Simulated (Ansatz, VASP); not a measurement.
# Ba2SO: VASP beside Ansatz, part 2 of 2

One calculation is typed for both programs; each brings its own data sets and cutoff. How far apart do they land? The cell is invented: As first built, before any earlier steps moved the atoms (in the runner's words): it takes the BaO structure with some of its atoms replaced by other elements, volume scaled by an estimate. It may not be a known or stable phase. The cell is taken from a series of VASP runs on this material, whose earlier steps may have relaxed, scaled or displaced it; both programs get it as it stands.

VASP 6.6.1 and Ansatz 0.2.0.

So far: Starting point; Ansatz: band structure, HSE06.

### 3. VASP: band structure, HSE06

Level of this step: HSE06; plane waves and PAW (Ba_sv, S, O); invented cell (VASP).

The same cell, functional, mesh and smearing now go to VASP, with its own data sets and cutoff.

Lines of VASP's logs that name or quote its potential files are left out, and so is its time.

The run reads the wave functions of an earlier VASP run, which isn't shown here.

Input file INCAR:

```
SYSTEM = Ba2SO
PREC = Accurate
ENCUT = 520
EDIFF = 1E-06
NELM = 100
ISMEAR = -1
SIGMA = 0.05
LREAL = .FALSE.
ALGO = Normal
LHFCALC = .TRUE.
AEXX = 0.25
GGA = PE
HFSCREEN = 0.2
LASPH = .TRUE.
NBANDS = 22
PRECFOCK = Fast
LORBIT = 11
LWAVE = .FALSE.
LCHARG = .FALSE.
KPAR = 2
```

Input file POSCAR:

```
Ba2SO
1.0
    4.0317793806      0.0000000000      0.0000000000
    0.0000000000      4.0317793806      0.0000000000
    0.0000000000      0.0000000000      5.7089269196
Ba S O
2 1 1
Direct
    0.5000000000      0.5000000000      0.5000000000
    0.0000000000      0.0000000000      0.0000000000
    0.0000000000      0.0000000000      0.5000000000
    0.5000000000      0.5000000000      0.0000000000
```

Input file KPOINTS:

```
Automatic mesh
0
Gamma
4 4 3
0 0 0
```

Input file KPOINTS_OPT:

```
Line mode
6
Line-mode
Reciprocal
  0.00000000   0.00000000   0.00000000 GAMMA
  0.00000000   0.50000000   0.00000000 X

  0.00000000   0.50000000   0.00000000 X
  0.50000000   0.50000000   0.00000000 M

  0.50000000   0.50000000   0.00000000 M
  0.00000000   0.00000000   0.00000000 GAMMA

  0.00000000   0.00000000   0.00000000 GAMMA
  0.00000000   0.00000000   0.50000000 Z

  0.00000000   0.00000000   0.50000000 Z
  0.00000000   0.50000000   0.50000000 R

  0.00000000   0.50000000   0.50000000 R
  0.50000000   0.50000000   0.50000000 A

  0.50000000   0.50000000   0.50000000 A
  0.00000000   0.00000000   0.50000000 Z

  0.00000000   0.50000000   0.00000000 X
  0.00000000   0.50000000   0.50000000 R

  0.50000000   0.50000000   0.00000000 M
  0.50000000   0.50000000   0.50000000 A
```

Potentials, in the order of the species: Ba_sv, S and O (PBE family, release 64).

Command:

```console
> mpirun -np 2 vasp_std
```

Numbers of over 12 decimals in the logs are rounded to 6 here.

Output:

```text
[banner, memory and clock lines left out]
running    2 mpi-ranks, on    1 nodes
 distrk:  each k-point on    1 cores,    2 groups
 distr:  one band on    1 cores,    1 groups

 POSCAR found type information on POSCAR BaS O
 POSCAR found :  3 types and       4 ions
 LDA part: xc-table for (Slater+PW92), standard interpolation
 found WAVECAR, reading the header
 POSCAR, INCAR and KPOINTS ok, starting setup
 FFT: planning ... GRIDC
 FFT: planning ... GRID_SOFT
 FFT: planning ... GRID
 reading WAVECAR
 the WAVECAR file was read successfully
 initial charge from wavefunction
 entering main loop
       N       E                     dE             d eps       ncg     rms          rms(c)
DAV:   1    -0.237483439536E+02   -0.23748E+02   -0.51287E-01   540   0.547E+00    0.130E+00
DAV:   2    -0.237430301393E+02    0.53138E-02   -0.54128E-02   620   0.154E+00    0.724E-01
DAV:   3    -0.237418885152E+02    0.11416E-02   -0.10789E-02   624   0.572E-01    0.493E-01
DAV:   4    -0.237408360207E+02    0.10525E-02   -0.18841E-03   648   0.272E-01    0.293E-01
DAV:   5    -0.237406730244E+02    0.16300E-03   -0.71251E-04   642   0.147E-01    0.167E-01
DAV:   6    -0.237405869936E+02    0.86031E-04   -0.48498E-05   666   0.546E-02    0.102E-01
DAV:   7    -0.237405693387E+02    0.17655E-04   -0.39807E-05   640   0.351E-02    0.583E-02
DAV:   8    -0.237405643960E+02    0.49427E-05   -0.88339E-06   642   0.196E-02    0.295E-02
DAV:   9    -0.237405634650E+02    0.93099E-06   -0.32119E-06   624   0.121E-02
   1 F= -.23740563E+02 E0= -.23740563E+02  d E =-.296485E-10
 Start KPOINTS_OPT (optional k-point list driver)
k-point batch [1-12\54]
       N       E                     dE             ncg
DAV:   1    -0.127555941043E+03   -0.85341E+04      528
DAV:   2    -0.274813321626E+04   -0.26206E+04      704
DAV:   3    -0.306652844869E+04   -0.31840E+03      680
DAV:   4    -0.308135290024E+04   -0.14824E+02      784
DAV:   5    -0.308180751507E+04   -0.45461E+00      718
DAV:   6    -0.308182008152E+04   -0.12566E-01      732
DAV:   7    -0.308182050101E+04   -0.41949E-03      672
DAV:   8    -0.308182051342E+04   -0.12411E-04      450
DAV:   9    -0.308182051388E+04   -0.45869E-06      408
[...]
k-point batch [49-54\54]
       N       E                     dE             ncg
DAV:   1     0.497084924507E+04   -0.69651E+04      264
DAV:   2     0.366679349296E+04   -0.13041E+04      364
DAV:   3     0.350709521042E+04   -0.15970E+03      342
DAV:   4     0.349960808227E+04   -0.74871E+01      380
DAV:   5     0.349942119252E+04   -0.18689E+00      372
DAV:   6     0.349941513787E+04   -0.60546E-02      392
DAV:   7     0.349941497518E+04   -0.16269E-03      324
DAV:   8     0.349941497211E+04   -0.30661E-05      236
DAV:   9     0.349941497200E+04   -0.11087E-06      204
```

From OUTCAR (step 3):

```text
ion  position               nearest neighbor table
   1  0.500  0.500  0.500-   3 2.85   3 2.85   3 2.85   3 2.85   4 2.85   4 2.85   2 4.03   2 4.03
                             2 4.03   2 4.03   2 4.03   2 4.03   2 4.03   2 4.03
   2  0.000  0.000  0.000-   4 2.85   4 2.85   4 2.85   4 2.85   3 2.85   3 2.85   1 4.03   1 4.03
                             1 4.03   1 4.03   1 4.03   1 4.03   1 4.03   1 4.03
   3  0.000  0.000  0.500-   1 2.85   1 2.85   1 2.85   1 2.85   2 2.85   2 2.85
   4  0.500  0.500  0.000-   2 2.85   2 2.85   2 2.85   2 2.85   1 2.85   1 2.85

  LATTYP: Found a simple tetragonal cell.
 ALAT       =     4.0317793806
 C/A-ratio  =     1.4159819724

 Subroutine GETGRP returns: Found 16 space group operations
 (whereof 16 operations were pure point group operations)

The static configuration has the point symmetry D_4h.

 Found     12 irreducible k-points:

   k-points           NKPTS =     12   k-points in BZ     NKDIM =     48   number of bands    NBANDS=     22

   dimension x,y,z NGX =    30 NGY =   30 NGZ =   42
   dimension x,y,z NGXF=    60 NGYF=   60 NGZF=   84

   ENCUT  =  520.0 eV  38.22 Ry    6.18 a.u.   7.50  7.50 10.61*2*pi/ulx,y,z

   NELECT =      32.0000    total number of electrons

 k-points in reciprocal lattice and weights: Automatic mesh
   0.00000000  0.00000000  0.00000000       0.021
   0.25000000  0.00000000  0.00000000       0.083
   0.50000000  0.00000000  0.00000000       0.042
   0.25000000  0.25000000  0.00000000       0.083
   0.50000000  0.25000000  0.00000000       0.083
   0.50000000  0.50000000  0.00000000       0.021
   0.00000000  0.00000000  0.33333333       0.042
   0.25000000  0.00000000  0.33333333       0.167
   0.50000000  0.00000000  0.33333333       0.083
   0.25000000  0.25000000  0.33333333       0.167
   0.50000000  0.25000000  0.33333333       0.167
   0.50000000  0.50000000  0.33333333       0.042

  exchange ACFDT corr.  =         0.00000000  see jH, gK, PRB 81, 115126

 average (electrostatic) potential at core
       1 -31.3756       2 -31.5284       3 -83.2679       4 -63.4231

 E-fermi :   2.9901

 k-point     1 :       0.0000    0.0000    0.0000
  band No.  band energies     occupation
    ...
     12       1.5973      2.00000
     13       1.5973      2.00000
     14       1.7711      2.00000
     15       1.7711      2.00000
     16       1.8179      2.00000
     17       4.1676      0.00000
     18       6.8633      0.00000
     19       6.9710      0.00000
     20       6.9710      0.00000
     21       7.3340      0.00000
    ...

 k-point     2 :       0.2500    0.0000    0.0000
  band No.  band energies     occupation
    ...
     12       0.4625      2.00000
     13       0.9804      2.00000
     14       1.1956      2.00000
     15       1.4291      2.00000
     16       1.6677      2.00000
     17       5.8837      0.00000
     18       6.7403      0.00000
     19       7.4900      0.00000
     20       8.0269      0.00000
     21       8.6060      0.00000
    ...

 k-point     3 :       0.5000    0.0000    0.0000
  band No.  band energies     occupation
    ...
     12      -0.4072      2.00000
     13       0.3943      2.00000
     14       0.7211      2.00000
     15       1.2557      2.00000
     16       1.5251      2.00000
     17       6.9352      0.00000
     18       8.4030      0.00000
     19       8.6145      0.00000
     20       8.6371      0.00000
     21       9.2952      0.00000
    ...

  energy-cutoff  :      520.00
  volume of cell :       92.80
      direct lattice vectors                 reciprocal lattice vectors
     4.031779381  0.000000000  0.000000000     0.248029444  0.000000000  0.000000000
     0.000000000  4.031779381  0.000000000     0.000000000  0.248029444  0.000000000
     0.000000000  0.000000000  5.708926920     0.000000000  0.000000000  0.175164267

 POSITION                                       TOTAL-FORCE (eV/Angst)
 -----------------------------------------------------------------------------------
      2.01589      2.01589      2.85446         0.000000      0.000000      0.000000
      0.00000      0.00000      0.00000         0.000000      0.000000      0.000000
      0.00000      0.00000      2.85446         0.000000      0.000000      0.000000
      2.01589      2.01589      0.00000         0.000000      0.000000      0.000000
 -----------------------------------------------------------------------------------
    total drift:                                0.000000     -0.000000     -0.000000

  FREE ENERGIE OF THE ION-ELECTRON SYSTEM (eV)
  ---------------------------------------------------
  free  energy   TOTEN  =       -23.7405634650 eV

  energy  without entropy=      -23.7405634650  energy(sigma->0) =      -23.74056346

 total charge
# of ion       s       p       d       tot
------------------------------------------
    1        2.030   5.653   0.417   8.100
    2        2.018   5.640   0.332   7.990
    3        1.335   2.601   0.000   3.936
    4        1.559   3.377   0.000   4.936
--------------------------------------------------
tot          6.942  17.271   0.749  24.962

[... 3 further parts left out ...]
```

Harder data sets than Ba_sv exist (the GW ones), and pressures, volumes and forces can shift noticeably with them.

### 4. Differences

Known differences besides the potentials themselves: exact exchange at q = 0 is treated differently, which shows on coarse meshes; VASP keeps PBE cores, Ansatz makes them for the functional; the cutoff is 420 eV in Ansatz and 520 eV in VASP; VASP takes a coarser grid for exact exchange (PRECFOCK = Fast). Total energies have different zeros and are not compared.

Both answers:

```
                     quantity  Ansatz   VASP  difference
gap over the path points (eV)   2.378  2.326      +0.052
```

Levels at points of the path, from each program's valence-band top (eV; 4 filled, then empty):

```
k (reciprocal lattice)                                  Ansatz                                    VASP
     0.000 0.000 0.000  -0.37 -0.13 -0.13 -0.02 2.38 5.07 5.18  -0.24 -0.07 -0.07 -0.02 2.33 5.02 5.13
     0.000 0.400 0.000  -1.34 -1.04 -0.59 -0.30 4.93 5.93 6.32  -1.34 -1.03 -0.55 -0.29 5.01 6.01 6.40
     0.300 0.500 0.000  -0.50 -0.45 -0.36 -0.21 3.19 3.35 7.43  -0.50 -0.44 -0.30 -0.17 3.16 3.35 7.40
     0.500 0.500 0.000    -0.13 -0.12 0.00 0.00 2.58 2.58 7.08    -0.07 -0.07 0.00 0.00 2.52 2.52 7.04
     0.300 0.300 0.000  -0.40 -0.35 -0.22 -0.17 3.19 4.48 6.36  -0.34 -0.28 -0.19 -0.16 3.16 4.53 6.51
     0.000 0.000 0.100  -0.39 -0.15 -0.15 -0.15 2.41 5.20 5.29  -0.26 -0.16 -0.09 -0.09 2.36 5.16 5.25
     0.000 0.000 0.500  -0.47 -0.47 -0.28 -0.28 2.77 4.41 6.21  -0.37 -0.37 -0.22 -0.22 2.75 4.40 6.17
     0.000 0.400 0.500  -2.28 -1.40 -1.32 -1.15 6.22 6.39 7.24  -2.28 -1.41 -1.32 -1.14 6.25 6.55 7.26
     0.300 0.500 0.500  -1.06 -0.97 -0.63 -0.56 5.30 5.36 6.43  -1.05 -0.96 -0.63 -0.56 5.38 5.43 6.50
     0.300 0.300 0.500  -1.23 -1.13 -0.53 -0.30 5.17 6.30 6.34  -1.22 -1.13 -0.51 -0.29 5.24 6.42 6.49
```

Among the levels compared at these points, filled levels agree within 130 meV and empty ones within 158 meV.

### 5. What the set-up changes

Further runs change the set-up of one program: Ansatz's method, potentials or start, or VASP's data sets, cutoff or form of LDA. The table gives Ansatz less VASP for each quantity, since a change that brings one quantity closer may part another.

```
                                        run  gap over the path points (eV)
                                   as above                          0.052
                       cores kept as stored                          0.057
norm-conserving potentials (cutoff 1240 eV)                         -0.032
```

### 6. Summary of results

| Item | Value |
| --- | --- |
| difference in gap over the path points (band structure, HSE06) | 0.052 eV |

**Reading.** The difference in gap over the path points is 0.052 eV (band structure, HSE06), within the 0.08 eV picked in this series as the mark of a large difference. Band structure, HSE06, norm-conserving potentials (cutoff 1240 eV): the difference in gap over the path points goes from 0.052 to -0.032 eV. 1 further run of this series is not shown here. How closely two codes agree says nothing of how well the functional describes the real material.

[Lines on the potential files, build, host, timing and source positions are cut from VASP's logs without a mark.]

[Logs are printed without paths, hosts, clocks, repeated set-up lines and the standing remarks that a program may print on its own settings, such as how far it seeks lower states.]

[Hosts, paths, dates, database ids (printed as entryN), source tags and the programs' standing remarks are cut or masked in the printed files.]
